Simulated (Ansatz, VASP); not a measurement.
## Cross-check of H3C35 (amorphous C:H with 8 at. % H) between VASP and Ansatz

Wanted: the spread between two codes on one cell, functional and k mesh. The structure shown is the start of the Ansatz relaxation below; VASP solves that cell, so the two are compared at the walk's first step.

Main program and level: Ansatz 0.2.0; plane waves, with VASP 6.6.1 beside it; single point at PBE with D3(BJ).

## (1) Starting point

The cell holds 76 atoms: 70 C and 6 H. Its edges and angles: a = 8.313 Å, b = 8.313 Å, c = 8.313 Å, α = 90.0°, β = 90.0°, γ = 90.0°. 76 atoms (70 C, 6 H) packed at random and pushed apart as soft spheres at 2.45 g/cm^3; MD (Langevin at fixed volume unless said) with the MACE-MP-0b2 small potential (Batatia et al., arXiv:2401.00096), steps of 0.6 fs: 0.273 ps at 4500 K, 4500 to 2700 K in 0.273 ps, 2700 to 300 K in 0.78 ps; then atoms relaxed.

## (2) Ansatz: relaxation, PBE with D3(BJ)

Ansatz runs on its default PAW (the set named soft_2) files.

The two programs are compared at the cell with which this relaxation starts, whose forces are those of its first step.

Contents of input.yaml:

```yaml
crystal:
  lattice:
    - [8.31339, 0.0, 0.0]
    - [0.0, 8.31339, 0.0]
    - [0.0, 0.0, 8.31339]
  atoms:
    - { symbol: C, position: [0.04026, 0.86706, 0.25537] }
    - { symbol: C, position: [0.87323, 0.54852, 0.00515] }
    - { symbol: C, position: [0.37443, 0.00511, 0.95034] }
    - { symbol: C, position: [0.20153, 0.09485, 0.18166] }
    - { symbol: C, position: [0.00887, 0.48373, 0.71609] }
    - { symbol: C, position: [0.48263, 0.69084, 0.25343] }
    - { symbol: C, position: [0.71782, 0.09933, 0.09992] }
    - { symbol: C, position: [0.38488, 0.65807, 0.38839] }
    - { symbol: C, position: [0.1311, 0.5251, 0.12539] }
    - { symbol: C, position: [0.16667, 0.2363, 0.80956] }
    - { symbol: C, position: [0.02722, 0.64918, 0.46647] }
    - { symbol: C, position: [0.39913, 0.35843, 0.56568] }
    - { symbol: C, position: [0.61947, 0.21165, 0.60444] }
    - { symbol: C, position: [0.18409, 0.53065, 0.66897] }
    - { symbol: C, position: [0.88552, 0.08647, 0.12482] }
    - { symbol: C, position: [0.90908, 0.929, 0.7926] }
    - { symbol: C, position: [0.4712, 0.09551, 0.22085] }
    - { symbol: C, position: [0.15391, 0.09624, 0.47718] }
    - { symbol: C, position: [0.23496, 0.8295, 0.59433] }
    - { symbol: C, position: [0.44106, 0.57906, 0.10665] }
    - { symbol: C, position: [0.60451, 0.32557, 0.73347] }
    - { symbol: C, position: [0.01219, 0.70867, 0.29981] }
    - { symbol: C, position: [0.34789, 0.05776, 0.11068] }
    - { symbol: C, position: [0.6735, 0.93065, 0.51953] }
    - { symbol: C, position: [0.69213, 0.65959, 0.45135] }
    - { symbol: C, position: [0.77028, 0.51531, 0.46139] }
    - { symbol: C, position: [0.84058, 0.06816, 0.72855] }
    - { symbol: C, position: [0.50607, 0.73723, 0.6633] }
    - { symbol: C, position: [0.15828, 0.98944, 0.32234] }
    - { symbol: C, position: [0.49922, 0.23633, 0.31815] }
    - { symbol: C, position: [0.48297, 0.73814, 0.83895] }
    - { symbol: C, position: [0.01056, 0.31051, 0.7754] }
    - { symbol: C, position: [0.24536, 0.41695, 0.51271] }
    - { symbol: C, position: [0.5011, 0.89344, 0.90263] }
    - { symbol: C, position: [0.37909, 0.74599, 0.54825] }
    - { symbol: C, position: [0.95487, 0.21641, 0.18984] }
    - { symbol: C, position: [0.69114, 0.91803, 0.34135] }
    - { symbol: C, position: [0.2161, 0.08401, 0.76833] }
    - { symbol: C, position: [0.93943, 0.50122, 0.52879] }
    - { symbol: C, position: [0.58698, 0.46303, 0.10913] }
    - { symbol: C, position: [0.59892, 0.37002, 0.25018] }
    - { symbol: C, position: [0.88948, 0.314, 0.31603] }
    - { symbol: C, position: [0.65093, 0.73987, 0.29437] }
    - { symbol: C, position: [0.32915, 0.49133, 0.81279] }
    - { symbol: C, position: [0.12315, 0.23101, 0.14887] }
    - { symbol: C, position: [0.19938, 0.37575, 0.07971] }
    - { symbol: C, position: [0.14272, 0.69181, 0.58349] }
    - { symbol: C, position: [0.9825, 0.88603, 0.93507] }
    - { symbol: C, position: [0.19929, 0.00642, 0.61528] }
    - { symbol: C, position: [0.40907, 0.6171, 0.92171] }
    - { symbol: C, position: [0.29206, 0.49253, 0.18782] }
    - { symbol: C, position: [0.99008, 0.59467, 0.15067] }
    - { symbol: C, position: [0.74613, 0.39857, 0.3386] }
    - { symbol: C, position: [0.71647, 0.30622, 0.87273] }
    - { symbol: C, position: [0.99407, 0.35249, 0.44059] }
    - { symbol: C, position: [0.87053, 0.23154, 0.79831] }
    - { symbol: C, position: [0.45834, 0.4097, 0.71005] }
    - { symbol: C, position: [0.64912, 0.77211, 0.57418] }
    - { symbol: C, position: [0.94428, 0.76394, 0.83022] }
    - { symbol: C, position: [0.94834, 0.91921, 0.10717] }
    - { symbol: C, position: [0.2701, 0.34537, 0.91256] }
    - { symbol: C, position: [0.29661, 0.51939, 0.36398] }
    - { symbol: C, position: [0.64995, 0.15838, 0.95776] }
    - { symbol: C, position: [0.62548, 0.03377, 0.22351] }
    - { symbol: C, position: [0.49649, 0.24615, 0.48896] }
    - { symbol: C, position: [0.13294, 0.27422, 0.47702] }
    - { symbol: C, position: [0.93515, 0.59756, 0.84309] }
    - { symbol: C, position: [0.72996, 0.45192, 0.9994] }
    - { symbol: C, position: [0.71239, 0.06973, 0.61237] }
    - { symbol: C, position: [0.54262, 0.04545, 0.89938] }
    - { symbol: H, position: [0.8219, 0.9328, 0.33792] }
    - { symbol: H, position: [0.83881, 0.84677, 0.11197] }
    - { symbol: H, position: [0.26089, 0.00303, 0.86977] }
    - { symbol: H, position: [0.72739, 0.70149, 0.19527] }
    - { symbol: H, position: [0.26576, 0.91512, 0.34232] }
    - { symbol: H, position: [0.3822, 0.28125, 0.94202] }
kpoints:
  mp_grid: { grid: [2, 2, 2] }
hamiltonian:
  xc: pbe
  dispersion: d3bj
scf:
  occupations: { method: fermi_dirac, width: 0.05 }
output:
  forces: true
relax:
  f_tol: 0.05
  max_steps: 150
  cell: {}
```

On the command line:

```bash
ansatz run input.yaml --threads 4 --pin off --max-ram 8192MiB --backend cpu --events-out ev --progress --plain --runs-dir out
```

Numbers of over 12 decimals in the logs are rounded to 6 here.

Output:

```text
Engine: ansatz 0.2.0, aarch64-unknown-linux-gnu
Pseudopotentials: kind: paw
Pseudopotential: C, paw, valence charge 4, recommended cutoff 420 eV (normal), C.paw.azcp
Pseudopotential: H, paw, valence charge 1, recommended cutoff 420 eV (normal), H.paw.azcp
Functional definition: PBE
  parameter kappa = 0.804
  parameter beta = 0.066725
  exchange = pbe_x(kappa = kappa, mu = beta*pi^2/3)
  correlation = pbe_c(beta = beta)
Crystal: 76 atoms, lattice volume = 574.559 Å³
Basis set: ecut = 420 eV, 11075 PW (Γ), exchange–correlation on 120×120×120 points (8 copies of the dense FFT grid, shifted against one another)
Bands: 219, of which v1, the nominal top of the filled ones, is band 143 counted from 1 (142 counted from 0)
Symmetry: 1 space group operations
Space group: P1 (ITA 1), of the structure as read, at distance tolerance 8.3e-5 Å
k-points: 8
Non-local potential: C, projectors of the file, l = 0: 2, l = 1: 2, l = 2: 1
Non-local potential: H, projectors of the file, l = 0: 2, l = 1: 1
PAW form: soft (Blöchl's): semilocal exchange-correlation on the pseudo side does not see the compensation charge
PAW one-centre angular grid: C, 110 points (default); XC on 64 Gauss nodes
PAW one-centre angular grid: H, 110 points (default); XC on 64 Gauss nodes
Initial density: superposition of atomic densities (neutral atoms: chi_scale 0, normalization atom), corrected by the library's trained network
Initial wavefunctions: pseudopotential atomic-orbital guess
Functional: x = pbe(κ = 0.804, μ = 0.219515), c = pbe(β = 0.066725)
SCF iter   1: F=—  HF=-17609.608087 eV  |F-HF|=—  |Δ(HF+E_count)|=         —  Δρ=2.00e-2  dr2=3.95e0  ethr=1.77e-3  ⟨swp⟩=6.0  Hψ=7833  notcnv=0  defer=360
preconditioner: auto → LDOS  [metal: Δε(μ)=0.035 eV  Ē_g=14.995 eV  σ=0.050 eV  W_gap=0.17  n_scr=146 (ndim 8)  ℏωp=26.2 eV  f_vac=0.025  D(μ)=11.97/eV (n_scr^D=80)  β→1.0]
SCF iter   2: F=—  HF=-17609.072274 eV  |F-HF|=—  |Δ(HF+E_count)|=   5.36e-1  Δρ=9.55e-3  dr2=7.21e-1  ethr=1.38e-3  ⟨swp⟩=2.8  Hψ=3123  notcnv=0  defer=480
SCF iter   3: F=—  HF=-17608.954366 eV  |F-HF|=—  |Δ(HF+E_count)|=   1.18e-1  Δρ=4.08e-3  dr2=1.62e-1  ethr=2.52e-4  ⟨swp⟩=2.0  Hψ=2330  notcnv=0  defer=480
SCF iter   4: F=—  HF=-17608.936946 eV  |F-HF|=—  |Δ(HF+E_count)|=   1.74e-2  Δρ=1.87e-3  dr2=3.21e-2  ethr=5.66e-5  ⟨swp⟩=2.2  Hψ=2083  notcnv=0  defer=480
SCF iter   5: F=—  HF=-17608.933613 eV  |F-HF|=—  |Δ(HF+E_count)|=   3.33e-3  Δρ=8.39e-4  dr2=5.62e-3  ethr=1.12e-5  ⟨swp⟩=2.0  Hψ=2109  notcnv=0  defer=480
SCF iter   6: F=—  HF=-17608.932989 eV  |F-HF|=—  |Δ(HF+E_count)|=   6.24e-4  Δρ=3.14e-4  dr2=8.19e-4  ethr=1.97e-6  ⟨swp⟩=2.0  Hψ=2174  notcnv=0  defer=480
SCF iter   7: F=—  HF=-17608.932912 eV  |F-HF|=—  |Δ(HF+E_count)|=   7.76e-5  Δρ=1.24e-4  dr2=1.19e-4  ethr=2.87e-7  ⟨swp⟩=2.8  Hψ=2325  notcnv=0  defer=480
SCF iter   8: F=—  HF=-17608.932927 eV  |F-HF|=—  |Δ(HF+E_count)|=   1.55e-5  Δρ=4.87e-5  dr2=1.90e-5  ethr=4.17e-8  ⟨swp⟩=2.1  Hψ=2027  notcnv=0  defer=480
SCF iter   9: F=—  HF=-17608.932517 eV  |F-HF|=—  |Δ(HF+E_count)|=   4.10e-4  Δρ=2.08e-5  dr2=3.33e-6  ethr=6.63e-9  ⟨swp⟩=2.2  Hψ=2565  notcnv=0  defer=480
SCF iter  10: F=—  HF=-17608.932517 eV  |F-HF|=—  |Δ(HF+E_count)|=   3.20e-7  Δρ=7.97e-6  dr2=4.63e-7  ethr=1.17e-9  ⟨swp⟩=2.0  Hψ=2142  notcnv=0  defer=480
SCF iter  11: F=-17608.932517 eV  HF=-17608.932517 eV  |F-HF|=4.52e-8  |Δ(HF+E_count)|=   3.49e-8  Δρ=2.99e-6  dr2=6.52e-8  ethr=3.50e-11  ⟨swp⟩=4.0  Hψ=4909  notcnv=0
SCF 1 converged in 11 iterations: F = -17608.932517 eV  dr2 = 6.52e-8
  greatest PAW one-centre occupation: 0.699 electrons in one spin orbital (limit 2), on the C atom at site 11 (counted from 0), in its partial waves of l = 0
relax step   1: F+E_penalty+E_count = -17608.93251667 eV  Δ(F+E_penalty+E_count) = +0.000e0 eV  max|allowed force component| = 3.203e0 eV/Å  Δτ_max = 0.0000 Å  P = +8.001 GPa  Ω = 574.559 Å³  (11 SCF iters, dr2 threshold 1.00e-7 eV, accepted)
Crystal: 76 atoms, lattice volume = 588.735 Å³
Basis set: ecut = 420 eV, 11497 PW (Γ), exchange–correlation on 120×120×120 points (8 copies of the dense FFT grid, shifted against one another)
Initial density: handed on by an earlier stage of this run
Initial wavefunctions: those handed on with the density
iter 1 solved again at ethr=4.99e-4 eV; its pass at ethr=3.10e-3 eV (dr2=1.43e0 eV) is discarded
SCF iter   1: F=—  HF=-17612.223929 eV  |F-HF|=—  |Δ(HF+E_count)|=         —  Δρ=1.94e-2  dr2=1.43e0  ethr=4.99e-4  ⟨swp⟩=8.4  Hψ=9482  notcnv=0  defer=9
preconditioner: auto → LDOS  [metal: Δε(μ)=0.043 eV  Ē_g=14.799 eV  σ=0.050 eV  W_gap=0.21  n_scr=146 (ndim 8)  ℏωp=25.9 eV  f_vac=0.035  D(μ)=11.48/eV (n_scr^D=80)  β→1.0]
SCF iter   2: F=—  HF=-17611.982293 eV  |F-HF|=—  |Δ(HF+E_count)|=   2.42e-1  Δρ=7.90e-3  dr2=4.33e-1  ethr=4.99e-4  ⟨swp⟩=2.2  Hψ=3331  notcnv=0  defer=420
[...]
atom  41  C      0.00050172    -0.00059646     0.00818944
  atom  42  C     -0.00281049     0.00134807     0.00091278
  atom  43  C     -0.00420122     0.00630028    -0.00127934
  atom  44  C     -0.01332088    -0.00650717    -0.00913912
  atom  45  C     -0.00295483     0.00364550    -0.00228913
  atom  46  C     -0.00775379    -0.00699333     0.00100538
  atom  47  C      0.01471249    -0.00140400     0.00276014
  atom  48  C     -0.01543783     0.00142841     0.00311792
  atom  49  C     -0.00005079    -0.00295110    -0.00955673
  atom  50  C      0.00375226     0.00533503    -0.00377740
  atom  51  C      0.00001900    -0.00262229    -0.00403738
  atom  52  C     -0.00582096    -0.00394469    -0.00573879
  atom  53  C     -0.00168676    -0.00245774    -0.00134633
  atom  54  C     -0.00198457    -0.00510903    -0.00590123
  atom  55  C     -0.00275814    -0.00323774    -0.00169855
  atom  56  C     -0.00474864     0.00156124     0.00411932
  atom  57  C      0.00357749    -0.00130512     0.00394772
  atom  58  C     -0.00178333     0.00487503     0.00081402
  atom  59  C     -0.00709971    -0.00465978     0.00680086
  atom  60  C      0.00821916    -0.00109181    -0.00241819
  atom  61  C      0.00576520    -0.00289723     0.00502535
  atom  62  C     -0.00215774     0.00403664     0.00218478
  atom  63  C     -0.00288497     0.00658671    -0.00014361
  atom  64  C     -0.00445029    -0.00023918     0.00028077
[...]
atom  69  C      0.00736555    -0.00576656     0.00323686
  atom  70  C      0.00075482    -0.00206148     0.00162248
  atom  71  H     -0.00085099     0.00212757    -0.00003523
  atom  72  H     -0.00161992    -0.00036172    -0.00008003
  atom  73  H      0.00202514     0.00464307    -0.00551160
  atom  74  H      0.00115104    -0.00007872     0.00028263
  atom  75  H      0.00134172     0.00070297    -0.00082916
  atom  76  H      0.00242431    -0.00152723     0.00002240
  max |Σ_I F_I| component: 3.01e-6 eV/Å
--- Stress (GPa, compression-positive) ---
        0.017988       0.016514      -0.013523
        0.016515      -0.017818       0.004873
       -0.013522       0.004873      -0.015304
  P = ⅓ Tr σ = -0.0050 GPa (-0.050 kbar)
--- Relaxed structure (23 steps of the walk, 21 accepted, 2 SCFs on fresh bases) ---
  F+E_penalty+E_count = -17616.56566729 eV   max|allowed force component| = 1.684e-2 eV/Å   (the final SCF, on the basis selected at the relaxed cell)
  cell:  # Å, volume = 601.8283 Å³
    - [8.956922, -0.034176, -0.151238]
    - [-0.034176, 8.134947, 0.083743]
    - [-0.151238, 0.083743, 8.263139]
  atoms:
    - { symbol: C, position: [0.042265, 0.871326, 0.241738] }
    - { symbol: C, position: [0.877738, 0.548158, -0.00537546] }
    - { symbol: C, position: [0.420809, 0.00422773, 1.002045] }
    - { symbol: C, position: [0.213270, 0.101882, 0.187078] }
    - { symbol: C, position: [0.00667651, 0.481000, 0.715785] }
    - { symbol: C, position: [0.461926, 0.694119, 0.254697] }
    - { symbol: C, position: [0.732279, 0.087919, 0.108730] }
    - { symbol: C, position: [0.379222, 0.664076, 0.400741] }
    - { symbol: C, position: [0.110752, 0.534485, 0.117913] }
    - { symbol: C, position: [0.151012, 0.234137, 0.804319] }
    - { symbol: C, position: [0.021127, 0.656277, 0.466058] }
    - { symbol: C, position: [0.390741, 0.355791, 0.573655] }
    - { symbol: C, position: [0.607924, 0.213869, 0.605115] }
    - { symbol: C, position: [0.181350, 0.528514, 0.667844] }
    - { symbol: C, position: [0.891979, 0.086174, 0.122032] }
    - { symbol: C, position: [0.914387, 0.929342, 0.775933] }
    - { symbol: C, position: [0.491350, 0.103607, 0.238965] }
    - { symbol: C, position: [0.150943, 0.092731, 0.467489] }
    - { symbol: C, position: [0.239791, 0.822924, 0.600129] }
    - { symbol: C, position: [0.384115, 0.619804, 0.113687] }
    - { symbol: C, position: [0.597383, 0.330125, 0.737296] }
    - { symbol: C, position: [0.000402189, 0.716631, 0.299051] }
    - { symbol: C, position: [0.366243, 0.067193, 0.148819] }
    - { symbol: C, position: [0.674480, 0.922082, 0.515770] }
[...]
- { symbol: C, position: [0.653504, 0.193115, 0.979061] }
    - { symbol: C, position: [0.639483, 0.028817, 0.221086] }
    - { symbol: C, position: [0.488105, 0.257554, 0.494058] }
    - { symbol: C, position: [0.128439, 0.276554, 0.471785] }
    - { symbol: C, position: [0.947101, 0.595214, 0.840103] }
    - { symbol: C, position: [0.759555, 0.430820, 0.987597] }
    - { symbol: C, position: [0.700694, 0.071751, 0.609258] }
    - { symbol: C, position: [0.539967, 0.069499, 0.920681] }
    - { symbol: H, position: [0.814545, 0.891738, 0.320550] }
    - { symbol: H, position: [0.862858, 0.843640, 0.083140] }
    - { symbol: H, position: [0.315040, 0.058927, 0.818235] }
    - { symbol: H, position: [0.691372, 0.679824, 0.192559] }
    - { symbol: H, position: [0.248674, 0.901761, 0.347804] }
    - { symbol: H, position: [0.347192, 0.264657, 0.953675] }
```

Reading the cycles: dr2 is the Hartree energy of the density residual (eV), the measure of convergence; HF is the Harris–Foulkes estimate of the energy, which meets the free energy F at convergence.

[end of part 1 of 2]

[Lines on the potential files, build, host, timing and source positions are cut from VASP's logs without a mark.]

[Logs are printed without paths, hosts, clocks, repeated set-up lines and the standing remarks that a program may print on its own settings, such as how far it seeks lower states.]

[Hosts, paths, dates, database ids (printed as entryN), source tags and the programs' standing remarks are cut or masked in the printed files.]
